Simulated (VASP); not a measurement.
# Cd$_{4}$S$_{2}$Te$_{2}$ (ordered alloy cell): computed properties

All values below come from PBEsol GGA, VASP's PBE PAW potentials (set 64) (plane waves; VASP).

```yaml
space_group: R3m (160)
cell: a = b = 4.344 Å, c = 42.741 Å, α = β = 90.00°, γ = 120.00°
volume_per_atom: 29.10 Å³/atom
band gap (over mesh and band path): none (metal, semimetal or under 0.01 eV)
density: 5.48 g/cm³
```

```xyz
8
Lattice="0.0000 3.0715 3.0715 3.0715 0.0000 3.0715 12.3209 12.3209 -0.0349" Properties=species:S:1:pos:R:3 pbc="T T T"
Cd    12.1094    12.1094     0.1766
Cd     3.0696     3.0696     0.0020
Cd     9.4357     9.4357     5.9218
Cd    12.3148    12.3148     6.1143
Te     1.4660     1.4660     1.6055
Te     4.7436     4.7436     1.3994
S      7.7805     7.7805     1.4340
S     10.6589    10.6589     1.6271
```

Unless said otherwise, spin-orbit coupling is left out, though it shifts the bands of the heavy elements here.

The structure was generated: Cd4S2Te2 was put into an ordered model structure (R3m), which need not be its known phase. It was relaxed first. Symmetry was kept, so distortions that lower it aren't found.
